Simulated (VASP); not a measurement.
Elastic constants (GPa) of a crystal from PBEsol GGA, VASP's PBE PAW potentials (set 64) (VASP):

```
       xx     yy     zz     yz     xz     xy
--  -----  -----  -----  -----  -----  -----
xx  397.6   83.3   83.3    0.0    0.0    0.0
yy   83.3  397.6   83.3    0.0    0.0    0.0
zz   83.3   83.3  397.6    0.0    0.0    0.0
yz    0.0    0.0    0.0  139.1    0.0    0.0
xz    0.0    0.0    0.0    0.0  139.1    0.0
xy    0.0    0.0    0.0    0.0    0.0  139.1
```

The 4f electrons are frozen in the core of the lanthanide potential, so 4f levels, which can set the real gap, and their magnetism are missing. Finite-difference elastic constants of metals are sensitive to mesh and smearing; shear constants can be off by tens of GPa.

Q: Work out the Voigt, Reuss and Hill moduli, Young's modulus and Poisson's ratio.

A: All eigenvalues are positive (smallest 139.1 GPa), so the crystal is stable. K_V = (C11+C22+C33+2(C12+C13+C23))/9 = (1192.8 + 2×249.9)/9 = 188.1 GPa; G_V = (1192.8 − 249.9 + 3×417.3)/15 = 146.3 GPa. From the compliances, K_R = 188.1 GPa and G_R = 145.8 GPa. Hill: K = 188.1 GPa, G = 146.1 GPa, E = 9KG/(3K+G) = 348.1 GPa, ν = (3K−2G)/(2(3K+G)) = 0.192. K/G = 1.29, below Pugh's 1.75; universal anisotropy A^U = 0.02.

Q: With a density of 11.28 g/cm³, what are the mean sound speeds?

A: v_l = √((K+4G/3)/ρ) = 5.83 km/s and v_t = √(G/ρ) = 3.60 km/s. The crystal is TmN (space group Fm-3m), cubic.

The structure comes from a measured TmN entry (Fm-3m) of the Crystallography Open Database, whose conditions weren't checked. It was relaxed first.
